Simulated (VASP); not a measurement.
Here is the system:

```
Be
1.0
    1.13142    -1.95967     0.00000
    1.13142     1.95967     0.00000
    0.00000     0.00000     3.55352
Be
2
Cartesian
  1.13142   0.65322   0.88838
  1.13142  -0.65322   2.66514
```

These are revTPSS meta-GGA, VASP's PBE PAW potentials (set 64) (plane waves; VASP) values and carry that method's errors. Run with 520 eV cut-off, 17×17×9 Γ-centred mesh, first-order Methfessel-Paxton smearing of 0.10 eV, potentials Be.

Problem. What does the run give for the energy per atom (σ→0), band gap (on the k-mesh) with the smallest direct gap where there is one?

Solution. 
The band gap (on the k-mesh) is none (metal, semimetal or under 0.01 eV) and the energy per atom (σ→0) is -4.796 eV/atom.

The absolute energy has meaning only against runs of the same code, potentials and settings.

The compound is Be in the hcp structure. It was relaxed first. The start is the result of an earlier pass.
